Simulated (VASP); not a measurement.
# TiGa11As12 (a cell with a defect) in VASP: further runs, part 3 of 3

VASP 6.6.1. The steps go on from the part before.

## 5. Single point, PBEsol+U, collinear spin, ferromagnetic start

INCAR

```
PREC = Accurate ; ENCUT = 350
EDIFF = 1E-5 ; ISMEAR = 0
SIGMA = 0.03 ; LREAL = Auto
LASPH = True ; NELM = 120
ALGO = Normal ; ISIF = 2
LWAVE = False ; LCHARG = False
ISPIN = 2 ; MAGMOM = 2 0 0 0 0 0 0 0 0 0 0 0 0 0 0 0 0 0 0 0 0 0 0 0
LORBIT = 11 ; NUPDOWN = 2
LMAXMIX = 4 ; LDAU = True
LDAUTYPE = 2 ; LDAUL = 2 -1 -1
LDAUU = 3 0 0 ; LDAUJ = 0 0 0
LDAUPRINT = 1 ; GGA = PS
NBANDS = 130 ; NELECT = 216.0
ISYM = 0 ; KPAR = 4
```

KPOINTS

```
Automatic mesh
0
Gamma
  2 3 3
```

POSCAR

```
TiGa11As12                              
1.0
    0.0000000000      8.4805500000      8.4805500000
    5.6537000000      0.0000000000      5.6537000000
    5.6537000000      5.6537000000      0.0000000000
  Ti              Ga              As            
     1    11    12
Direct
     0.9926381835577227    0.0019685736489561    0.0024657738609093
     0.0028433883730136    0.0023238777615191    0.4966099647896349
     0.0027388380141165    0.4963320272198283    0.0044235712854804
     0.0025295375034617    0.4959625439634510    0.4981723206464916
     0.3284456989479638    0.0041527165362125    0.0060427803153396
     0.3343287589517888    0.0015961291448685    0.4963909686238455
     0.3342680452194948    0.4946320526550666    0.0035992306554386
     0.3305823969556592    0.5013591372230209    0.5033091869673131
     0.6683855160588784    0.9990594942755628    0.9997331489058238
     0.6612454487341647    0.0019918804279101    0.5058397162368349
     0.6614057662082203    0.5044557918217246    0.0035164998153767
     0.6668439088165393    0.5000835707673850    0.5013472121598026
     0.0827009848401704    0.1258364375254044    0.1262106578957913
     0.0867503277638514    0.1248869366637731    0.6192766258316094
     0.0867045807368016    0.6188488035308185    0.1270733670644161
     0.0807981982700602    0.6258613076320773    0.6279807620030016
     0.4215006156148377    0.1204626895245610    0.1221328521577745
     0.4123284799576489    0.1255153374985406    0.6317615023029876
     0.4124310180017434    0.6298589957658709    0.1275039892857689
     0.4166770313797328    0.6249077107797910    0.6268760166280057
     0.7354361736070519    0.1333719400290475    0.1346125856362556
     0.7518217198484120    0.1241651680634985    0.6247775058050848
     0.7517841745172710    0.6240241432501413    0.1253740983020872
     0.7503282081213986    0.6252457342909790    0.6268736628249143
```

Potentials or basis: VASP PAW PBE potentials, release 64 (Ti_sv, Ga_d, As).

The run is started by

```console
cat potpaw_PBE.64/Ti_sv/POTCAR potpaw_PBE.64/Ga_d/POTCAR potpaw_PBE.64/As/POTCAR > POTCAR
mpirun -np 4 vasp_std > vasp.out
```

OUTCAR:

```text
PREC = Accurate
   ENCUT = 350
   EDIFF = 1E-5
   ISMEAR = 0
   LREAL = Auto
   LASPH = True
   NELM = 120
   ISIF = 2
   ISPIN = 2
   LORBIT = 11
   NUPDOWN = 2
   GGA = PS
   NELECT = 216.0
   ISYM = 0

 ion  position               nearest neighbor table
   1  0.993  0.002  0.002-  13 2.50  15 2.50  14 2.50  21 2.52
   2  0.003  0.002  0.497-  13 2.42  14 2.42  22 2.46  16 2.46
   3  0.003  0.496  0.004-  13 2.42  15 2.42  23 2.46  16 2.46
   4  0.003  0.496  0.498-  14 2.42  15 2.42  16 2.46  24 2.47
   5  0.328  0.004  0.006-  13 2.41  17 2.43  18 2.44  19 2.44
   6  0.334  0.002  0.496-  14 2.42  17 2.44  18 2.46  20 2.46
[... 16 lines left out ...]
  23  0.752  0.624  0.125-   9 2.45  12 2.45   3 2.46  11 2.46
  24  0.750  0.625  0.627-  12 2.45  11 2.46  10 2.46   4 2.47

IMPORTANT INFORMATION: All symmetrisations will be switched off!
NOSYMM: (Re-)initialisation of all symmetry stuff for point group C_1.

----------------------------------------------------------------------------------------

                                     Primitive cell

  volume of cell :     542.1501

  direct lattice vectors                    reciprocal lattice vectors
     0.000000000  8.480550000  8.480550000    -0.058958440  0.058958440  0.058958440
     5.653700000  0.000000000  5.653700000     0.088437660 -0.088437660  0.088437660
     5.653700000  5.653700000  0.000000000     0.088437660  0.088437660 -0.088437660

  length of vectors
    11.993308826  7.995539218  7.995539218     0.102119014  0.153178521  0.153178521

  position of ions in fractional coordinates (direct lattice)
     0.992638184  0.001968574  0.002465774
     0.002843388  0.002323878  0.496609965
     0.002738838  0.496332027  0.004423571
     0.002529538  0.495962544  0.498172321
     0.328445699  0.004152717  0.006042780
     0.334328759  0.001596129  0.496390969
[... 16 lines left out ...]
     0.751784175  0.624024143  0.125374098
     0.750328208  0.625245734  0.626873663

  ion indices of the primitive-cell ions
   primitive index   ion index
                 1           1
                 2           2
                 3           3
                 4           4
                 5           5
                 6           6
[... 16 lines left out ...]
                23          23
                24          24

----------------------------------------------------------------------------------------

 KPOINTS: Automatic mesh

Automatic generation of k-mesh.
 Grid dimensions read from file:
 generate k-points for:    2    3    3

 Generating k-lattice:

  Cartesian coordinates                     Fractional coordinates (reciprocal lattice)
    -0.029479220  0.029479220  0.029479220     0.500000000  0.000000000  0.000000000
[... 111 lines left out ...]

  o =  0.0159  v =  0.0000  0.0000  0.0000  0.0000  0.0000 -0.0535 -0.0060  0.9051  0.0481  0.4191      0.0000  0.0000  0.0000  0.0000  0.0000  0.0000  0.0000  0.0000  0.0000  0.0000
  o =  0.0167  v =  0.0000  0.0000  0.0000  0.0000  0.0000  0.0229  0.0168 -0.4202  0.0400  0.9061      0.0000  0.0000  0.0000  0.0000  0.0000  0.0000  0.0000  0.0000  0.0000  0.0000
  o =  0.0901  v =  0.0000  0.0000  0.0000  0.0000  0.0000  0.4563 -0.7652  0.0048  0.4539 -0.0151      0.0000  0.0000  0.0000  0.0000  0.0000  0.0000  0.0000  0.0000  0.0000  0.0000
  o =  0.0995  v =  0.0000  0.0000  0.0000  0.0000  0.0000 -0.6716  0.0368 -0.0585  0.7364 -0.0433      0.0000  0.0000  0.0000  0.0000  0.0000  0.0000  0.0000  0.0000  0.0000  0.0000
  o =  0.1003  v =  0.0000  0.0000  0.0000  0.0000  0.0000  0.5808  0.6425  0.0285  0.4978 -0.0353      0.0000  0.0000  0.0000  0.0000  0.0000  0.0000  0.0000  0.0000  0.0000  0.0000
  o =  0.1207  v = -0.4824  0.7298 -0.0043 -0.4841  0.0154  0.0000  0.0000  0.0000  0.0000  0.0000      0.0000  0.0000  0.0000  0.0000  0.0000  0.0000  0.0000  0.0000  0.0000  0.0000
  o =  0.1340  v =  0.6763 -0.0408  0.0211 -0.7349  0.0215  0.0000  0.0000  0.0000  0.0000  0.0000      0.0000  0.0000  0.0000  0.0000  0.0000  0.0000  0.0000  0.0000  0.0000  0.0000
  o =  0.1348  v = -0.5561 -0.6824 -0.0168 -0.4739  0.0154  0.0000  0.0000  0.0000  0.0000  0.0000      0.0000  0.0000  0.0000  0.0000  0.0000  0.0000  0.0000  0.0000  0.0000  0.0000
  o =  0.6328  v = -0.0137 -0.0037  0.4863 -0.0240 -0.8733  0.0000  0.0000  0.0000  0.0000  0.0000      0.0000  0.0000  0.0000  0.0000  0.0000  0.0000  0.0000  0.0000  0.0000  0.0000
  o =  0.6670  v =  0.0218  0.0064 -0.8733 -0.0197 -0.4862  0.0000  0.0000  0.0000  0.0000  0.0000      0.0000  0.0000  0.0000  0.0000  0.0000  0.0000  0.0000  0.0000  0.0000  0.0000

 number of electron     216.0000010 magnetization       2.0000000

 Free energy of the ion-electron system (eV)
  ---------------------------------------------------
  ext. energy  EPLUGINS =         0.00000000
  ---------------------------------------------------
  free energy    TOTEN  =      -106.52378308 eV

  energy without entropy =     -106.52242769  energy(sigma->0) =     -106.52310538

 E-fermi :   3.9981     XC(G=0):  -9.8111

 val. band max:        4.5811559648   @ k =   0.5000  -0.3333   0.3333
 cond. band min:       4.3975976618   @ k =   0.0000   0.0000   0.0000
 fundamental gap:     -0.1835583031
 Fermi energy:         4.5858665324

 spin component 1

 k-point     1 :       0.0000    0.0000    0.0000
  band No.  band energies     occupation
      1     -52.4797      1.00000
      2     -28.9295      1.00000
      3     -28.9140      1.00000
      4     -28.9119      1.00000
      5     -11.0696      1.00000
      6     -11.0550      1.00000
[... 1219 lines left out ...]
    119       7.3199      0.00000
    120       7.4005      0.00000
 Fermi energy:         3.9980953648

 spin component 2

 k-point     1 :       0.0000    0.0000    0.0000
  band No.  band energies     occupation
      1     -51.1987      1.00000
      2     -27.6866      1.00000
      3     -27.6165      1.00000
      4     -27.6021      1.00000
      5     -11.0675      1.00000
      6     -11.0527      1.00000
[... 1219 lines left out ...]
    119       7.3946      0.00000
    120       7.4339      0.00000
 [bands above 120 left out]

------------------------ aborting loop because EDIFF is reached ----------------------------------------

  FORCE on cell =-STRESS in cart. coord.  units (eV):
  Direction    XX          YY          ZZ          XY          YZ          ZX
  --------------------------------------------------------------------------------------
  -------------------------------------------------------------------------------------
  Total       13.6851588     13.4933815     13.4875740     -0.4470750      0.2873555     -0.4553973
  in kB       40.4427697     39.8760238     39.8588613     -1.3212086      0.8492012     -1.3458030
  external PRESSURE =      40.0592183 kB  Pullay stress =       0.0000000 kB

 VOLUME and BASIS-vectors are now :
 -----------------------------------------------------------------------------
  energy-cutoff  :      350.00
  volume of cell :      542.15
      direct lattice vectors                 reciprocal lattice vectors
     0.000000000  8.480550000  8.480550000    -0.058958440  0.058958440  0.058958440
     5.653700000  0.000000000  5.653700000     0.088437660 -0.088437660  0.088437660
     5.653700000  5.653700000  0.000000000     0.088437660  0.088437660 -0.088437660

 POSITION                                       TOTAL-FORCE (eV/Angst)
 -----------------------------------------------------------------------------------
      0.02507      8.43206      8.42925        -0.025957      0.028005      0.029518
      2.82082      2.83180      0.03725        -0.011114      0.000614      0.078670
      2.83112      0.04824      2.82934        -0.018417      0.083301     -0.002343
      5.62054      2.83797      2.82548        -0.037031      0.016207      0.017743
      0.05764      2.81956      2.80888         0.026168     -0.029067     -0.028786
      2.81547      5.64174      2.84432         0.007493     -0.018793     -0.005182
[... 16 lines left out ...]
      4.23687      7.08437      9.90359         0.002635     -0.011526     -0.023913
      7.07911      9.90735      9.89815        -0.000062     -0.014267     -0.008225
 -----------------------------------------------------------------------------------
    total drift:                                0.005901      0.001421      0.001516

  FREE ENERGIE OF THE ION-ELECTRON SYSTEM (eV)
  ---------------------------------------------------
  free  energy   TOTEN  =      -106.5237830788 eV

  energy  without entropy=     -106.5224276891  energy(sigma->0) =     -106.52310538

 total charge

# of ion       s       p       d       tot
------------------------------------------
    1        2.195   6.106   1.991  10.292
    2        0.891   0.820   9.997  11.708
    3        0.891   0.820   9.997  11.708
    4        0.891   0.813   9.996  11.700
    5        0.890   0.834   9.998  11.722
    6        0.889   0.813   9.995  11.697
[... 16 lines left out ...]
   23        1.213   1.599   0.031   2.844
   24        1.214   1.595   0.031   2.839
--------------------------------------------------
tot         26.531  34.514 112.336 173.381

 magnetization (x)

# of ion       s       p       d       tot
------------------------------------------
    1        0.016   0.011   1.358   1.385
    2        0.011   0.007  -0.000   0.018
    3        0.011   0.007  -0.000   0.018
    4        0.013   0.006  -0.000   0.019
    5        0.007   0.004  -0.000   0.011
    6        0.009   0.004  -0.000   0.012
[... 16 lines left out ...]
   23        0.002   0.002   0.000   0.004
   24        0.003   0.002   0.000   0.005
--------------------------------------------------
tot          0.115  -0.003   1.391   1.503
```

Run time: 10 min. Hardware: 4 MPI ranks of Intel Xeon Platinum 8488C (Sapphire Rapids), shared host; peak memory 0.94 GiB.

Results:

```
Free energy                                           : -106.5238 eV
Largest force                                         : 0.085 eV/Å
Net moment                                            : 2.00 μB per cell
Site moments                                          : Ti +1.39; Ga +0.02, +0.01, +0.00; As -0.01, +0.01, +0.00 μB
Valence electrons inside the program's atomic spheres : Ti 10.29; Ga 11.71, 11.70, 11.72, 11.69; As 2.90, 2.84, 2.86, 2.85
```

Forces in eV/Å, atoms in the order of the input:
```
Ti  -0.026  0.028  0.030
Ga  -0.011  0.001  0.079
Ga  -0.018  0.083 -0.002
Ga  -0.037  0.016  0.018
Ga   0.026 -0.029 -0.029
Ga   0.007 -0.019 -0.005
Ga   0.010 -0.005 -0.014
Ga  -0.007  0.011  0.010
Ga   0.020 -0.007 -0.014
Ga  -0.003 -0.001  0.020
Ga   0.003  0.016 -0.003
Ga  -0.006  0.010  0.010
As   0.059 -0.009 -0.009
As  -0.022 -0.005 -0.025
As  -0.029 -0.026 -0.013
As  -0.002 -0.005  0.005
As   0.006 -0.013 -0.015
As   0.006  0.011 -0.010
As   0.005 -0.015  0.014
As  -0.006 -0.006 -0.003
As   0.025  0.010  0.003
As  -0.001 -0.020 -0.014
As   0.003 -0.012 -0.024
As   0.000 -0.014 -0.008
```

Eigenvalues of the final occupation matrices:
| site | spin | trace | eigenvalues |
| --- | --- | --- | --- |
| site 1 d | 1 | 1.69 | 0.12 0.13 0.13 0.63 0.67 |
| site 1 d | 2 | 0.32 | 0.02 0.02 0.09 0.10 0.10 |

Caveat: the cell is charged against a uniform background, so pressure and absolute levels hang on convention; the cutoff is under 1.25 times the usual one of these potentials, so pressure, stress and relaxed cells hold a basis-set (Pulay) error; the PAW data sets were made with another functional, which shifts forces and pressure a little; the total moment is fixed, so each spin has its own Fermi level; the U is typed as a test and isn't derived for this compound. The state reached can hang on the start; a lower one may exist.

## 6. Single point, PBEsol+U, collinear spin, zero start

INCAR

```
PREC = Accurate ; ENCUT = 350
EDIFF = 1E-5 ; ISMEAR = 0
SIGMA = 0.03 ; LREAL = Auto
LASPH = True ; NELM = 120
ALGO = Normal ; ISIF = 2
LWAVE = False ; LCHARG = False
ISPIN = 2 ; MAGMOM = 0 0 0 0 0 0 0 0 0 0 0 0 0 0 0 0 0 0 0 0 0 0 0 0
LORBIT = 11 ; NUPDOWN = 0
LMAXMIX = 4 ; LDAU = True
LDAUTYPE = 2 ; LDAUL = 2 -1 -1
LDAUU = 3 0 0 ; LDAUJ = 0 0 0
LDAUPRINT = 1 ; GGA = PS
NBANDS = 130 ; NELECT = 216.0
ISYM = 0 ; KPAR = 2
```

KPOINTS

```
Automatic mesh
0
Gamma
  2 2 2
```

POSCAR is that of step 5.

Potentials or basis: VASP PAW PBE potentials, release 64 (Ti_sv, Ga_d, As).

The run is started by

```console
cat potpaw_PBE.64/Ti_sv/POTCAR potpaw_PBE.64/Ga_d/POTCAR potpaw_PBE.64/As/POTCAR > POTCAR
mpirun -np 4 vasp_std > vasp.out
```

It took 20 min on 4 MPI ranks of Intel Xeon Platinum 8488C (Sapphire Rapids), shared host; peak memory 0.54 GiB.

The run converged. Its results:

* Free energy: -105.3063 eV
* Largest force: 0.512 eV/Å
* Net moment: 0.00 μB per cell
* Valence electrons inside the program's atomic spheres: Ti 10.17; Ga 11.71, 11.72, 11.69, 11.70; As 2.90, 2.89, 2.85, 2.87

Forces on the atoms (eV/Å):
```
Ti   0.125 -0.073 -0.074
Ga   0.005  0.058 -0.271
Ga   0.000 -0.264  0.055
Ga   0.287 -0.009 -0.008
Ga  -0.194  0.107  0.104
Ga  -0.103  0.183  0.049
Ga  -0.101  0.051  0.184
Ga   0.030  0.037  0.034
Ga  -0.216  0.015  0.006
Ga   0.036  0.200 -0.079
Ga   0.042 -0.082  0.200
Ga   0.029  0.021  0.021
As  -0.359 -0.241 -0.253
As   0.213  0.322 -0.327
As   0.209 -0.332  0.329
As  -0.003  0.047  0.059
As   0.116 -0.080 -0.080
As   0.035 -0.071 -0.003
As   0.034 -0.009 -0.068
As   0.015 -0.054 -0.052
As  -0.278  0.211  0.207
As   0.059 -0.020  0.032
As   0.063  0.032 -0.023
As  -0.044 -0.048 -0.042
```

Eigenvalues of the final occupation matrices:
```csv
site,spin,trace,eigenvalues
site 1 d,1,0.93,0.17 0.17 0.17 0.20 0.23
site 1 d,2,0.93,0.17 0.17 0.17 0.19 0.23
```

Caveat: the k mesh is coarse (spacing up to 0.48 Å⁻¹), so the values aren't converged; the cell is charged against a uniform background, so pressure and absolute levels hang on convention; the cutoff is under 1.25 times the usual one of these potentials, so pressure, stress and relaxed cells hold a basis-set (Pulay) error; the PAW data sets were made with another functional, which shifts forces and pressure a little; the total moment is fixed, so each spin has its own Fermi level; the U is typed as a test and isn't derived for this compound. The state reached can hang on the start; a lower one may exist.

## 7. Overview

| task | spin | U | fixed moment (μB) | cell | k mesh | mesh quality | moment (μB) | largest force (eV/Å) |
| --- | --- | --- | --- | --- | --- | --- | --- | --- |
| relaxation of the atoms | collinear, ferromagnetic start | Ti d U = 3 eV | 2 | atoms relaxed from: atoms moved at random, drawn with an rms of 0.05 Å | 2 × 2 × 2 | coarse | 2.00 | 0.02 |
| single point | collinear, ferromagnetic start | Ti d U = 3 eV | - | as given | 2 × 2 × 2 | coarse | 1.74 | 0.07 |
| single point | collinear, ferromagnetic start | Ti d U = 5 eV | 2 | as given | 2 × 2 × 2 | coarse | 2.00 | 0.38 |
| single point | collinear, ferromagnetic start | Ti d U = 3 eV | 2 | as given | 2 × 3 × 3 | not flagged | 2.00 | 0.09 |
| single point | collinear, zero start | Ti d U = 3 eV | 0 | as given | 2 × 2 × 2 | coarse | 0.00 | 0.51 |

Alike in all rows: level PBEsol+U; potentials or basis VASP PAW PBE potentials, release 64 (Ti_sv, Ga_d, As); cutoff (eV) 350; smearing gaussian 0.03 eV.

Caveats: some runs use coarse meshes; the cell is charged against a uniform background, so pressure and absolute levels hang on convention; the cutoff is under 1.25 times the usual one of these potentials, so pressure, stress and relaxed cells hold a basis-set (Pulay) error; the PAW data sets were made with another functional, which shifts forces and pressure a little; the U is typed as a test and isn't derived for this compound; the total moment is fixed, so each spin has its own Fermi level (some runs).

Total energies depend on the potentials used, so only differences within one code and one set of settings carry meaning.
